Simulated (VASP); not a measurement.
Runs of VASP 6.6.1 on H2. The cell holds a molecule in a box, 2 atoms: a = 10.000 Å, b = 10.500 Å, c = 11.000 Å, α = 90.00°, β = 90.00°, γ = 90.00°. 

```csv
task,level,potentials or basis,cell,cutoff (eV),gap on the mesh (eV)
relaxation of the atoms,PBEsol,"VASP PAW PBE potentials, release 64 (H)",atoms relaxed,500,9.98
single point,PBEsol,"VASP PAW PBE potentials, release 64 (H)",as given,520,(a)
relaxation of the atoms,LDA,"VASP PAW LDA potentials, release 64 (H)",atoms relaxed,520,10.01
relaxation of the atoms,PBEsol,"VASP PAW PBE potentials, release 64 (H)",atoms relaxed,520,9.98
relaxation of the atoms,PBEsol,"VASP PAW PBE potentials, release 64 (H_s)",atoms relaxed,400,9.96
relaxation of the atoms,PBEsol,"VASP PAW PBE potentials, release 64 (H)",atoms relaxed,300,9.95
relaxation of the atoms,RPBE,"VASP PAW PBE potentials, release 64 (H)",atoms relaxed,520,(b)
```

Alike in all rows: no spin polarisation; k mesh 1 × 1 × 1; smearing gaussian 0.02 eV.

**Question.** Estimate the missing entries.

**Answer.** (a) 10.06; (b) 10.21.

Runs at the PBE level aren't shown here.
